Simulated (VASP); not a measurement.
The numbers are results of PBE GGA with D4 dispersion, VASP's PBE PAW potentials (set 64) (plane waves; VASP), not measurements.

Input for VASP

POSCAR:
```
Fe
1
   -1.4033930631     1.4033930631     1.4033930631
    1.4033930631    -1.4033930631     1.4033930631
    1.4033930631     1.4033930631    -1.4033930631
Fe
1
Direct
  0.0000000000   0.0000000000   0.0000000000
```

INCAR:
```
ALGO = Normal
EDIFF = 1E-6
EDIFFG = -0.01
ENCUT = 520
GGA = PE
IBRION = 2
ISIF = 3
ISMEAR = 1
ISPIN = 2
IVDW = 13
LASPH = .TRUE.
LCHARG = .FALSE.
LMAXMIX = 4
LORBIT = 10
LREAL = .FALSE.
LWAVE = .FALSE.
MAGMOM = 2.1
NELM = 100
NSW = 60
PREC = Accurate
SIGMA = 0.1
SYSTEM = Fe
```

**KPOINTS**
```
kpoints
0
Gamma
 16 16 16
```

POTCAR, in this order: Fe (PBE.64 set). Program: vasp_std.

Output

File OSZICAR:
```
       N       E                     dE             d eps       ncg     rms          rms(c)
DAV:   1     0.152604914007E+02    0.15260E+02   -0.41259E+03  5484   0.108E+03
DAV:   2    -0.895913301072E+01   -0.24220E+02   -0.22795E+02  5300   0.128E+02
DAV:   3    -0.927763859859E+01   -0.31851E+00   -0.31650E+00  5876   0.201E+01
DAV:   4    -0.927919848708E+01   -0.15599E-02   -0.15598E-02  5733   0.126E+00
DAV:   5    -0.927921304939E+01   -0.14562E-04   -0.14563E-04  5621   0.109E-01    0.117E+01
DAV:   6    -0.830821255719E+01    0.97100E+00   -0.12634E+01  5522   0.576E+01    0.528E+00
DAV:   7    -0.824945258212E+01    0.58760E-01   -0.72268E-01  5509   0.134E+01    0.322E+00
DAV:   8    -0.824274237346E+01    0.67102E-02   -0.75253E-03  6458   0.745E-01    0.147E+00
DAV:   9    -0.823558204957E+01    0.71603E-02   -0.67875E-03  6607   0.658E-01    0.362E-01
DAV:  10    -0.823555773891E+01    0.24311E-04   -0.62707E-04  5771   0.287E-01    0.118E-01
DAV:  11    -0.823558014193E+01   -0.22403E-04   -0.17786E-04  5546   0.171E-01    0.413E-02
DAV:  12    -0.823558113016E+01   -0.98823E-06   -0.48914E-06  5427   0.340E-02
   1 F= -.85978293E+01 E0= -.85977670E+01  d E =-.859783E+01  mag=     2.1316
       N       E                     dE             d eps       ncg     rms          rms(c)
DAV:   1    -0.823519481792E+01    0.38532E-03   -0.15770E-02  5432   0.224E+00    0.258E-01
DAV:   2    -0.823455731336E+01    0.63750E-03   -0.68588E-03  5489   0.125E+00    0.214E-01
DAV:   3    -0.823451282779E+01    0.44486E-04   -0.32005E-04  5574   0.287E-01    0.837E-02
DAV:   4    -0.823450651773E+01    0.63101E-05   -0.42221E-06  5473   0.334E-02    0.164E-02
DAV:   5    -0.823450160944E+01    0.49083E-05   -0.88330E-06  5559   0.293E-02    0.283E-03
DAV:   6    -0.823450153463E+01    0.74805E-07   -0.11749E-07  2627   0.462E-03
   2 F= -.85977845E+01 E0= -.85977159E+01  d E =0.448594E-04  mag=     2.1245
       N       E                     dE             d eps       ncg     rms          rms(c)
DAV:   1    -0.823577906763E+01   -0.12775E-02   -0.95952E-03  5431   0.175E+00    0.202E-01
DAV:   2    -0.823538854545E+01    0.39052E-03   -0.42701E-03  5476   0.983E-01    0.169E-01
DAV:   3    -0.823535818386E+01    0.30362E-04   -0.21423E-04  5554   0.235E-01    0.658E-02
DAV:   4    -0.823535375751E+01    0.44263E-05   -0.28015E-06  5085   0.276E-02    0.133E-02
DAV:   5    -0.823534985045E+01    0.39071E-05   -0.54428E-06  5340   0.239E-02    0.222E-03
DAV:   6    -0.823535000914E+01   -0.15870E-06   -0.77779E-08  2617   0.371E-03
   3 F= -.85978297E+01 E0= -.85977655E+01  d E =-.355745E-06  mag=     2.1300
```

### OUTCAR
```
------------------------ aborting loop because EDIFF is reached ----------------------------------------
  Edisp (eV):   -0.36248
  FORCE on cell =-STRESS in cart. coord.  units (eV):
  Direction    XX          YY          ZZ          XY          YZ          ZX
  --------------------------------------------------------------------------------------
  Total       0.00677     0.00677     0.00677     0.00000     0.00000     0.00000
  in kB       0.98225     0.98225     0.98225     0.00000     0.00000     0.00000
  external pressure =        0.98 kB  Pullay stress =        0.00 kB
  volume of cell :       11.05
      direct lattice vectors                 reciprocal lattice vectors
    -1.403079265  1.403079265  1.403079265     0.000000000  0.356359054  0.356359054
     1.403079265 -1.403079265  1.403079265     0.356359054  0.000000000  0.356359054
     1.403079265  1.403079265 -1.403079265     0.356359054  0.356359054  0.000000000
 POSITION                                       TOTAL-FORCE (eV/Angst)
 -----------------------------------------------------------------------------------
      0.00000     -0.00000      0.00000         0.000000      0.000000      0.000000
 -----------------------------------------------------------------------------------
    total drift:                                0.000000      0.000000      0.000000
  FREE ENERGIE OF THE ION-ELECTRON SYSTEM (eV)
  ---------------------------------------------------
  free  energy   TOTEN  =        -8.5978296696 eV

  energy  without entropy=       -8.5976371420  energy(sigma->0) =       -8.59776549

 total charge

# of ion       s       p       d       tot
------------------------------------------
    1        0.499   0.566   6.262   7.328

 magnetization (x)

# of ion       s       p       d       tot
------------------------------------------
    1       -0.013  -0.053   2.187   2.121

 reached required accuracy - stopping structural energy minimisation
```
(Selected blocks of OUTCAR.)

CONTCAR:
```
Fe
   1.00000000000000
    -1.4030792645345183    1.4030792645345183    1.4030792645345183
     1.4030792645345183   -1.4030792645345183    1.4030792645345183
     1.4030792645345183    1.4030792645345183   -1.4030792645345183
  Fe
     1
Direct
     0.0000000000000000    0.0000000000000000    0.0000000000000000
```

The compound is Fe in the bcc structure. This run relaxes it. Symmetry was kept, so distortions that lower it aren't found. The start is the result of an earlier pass.
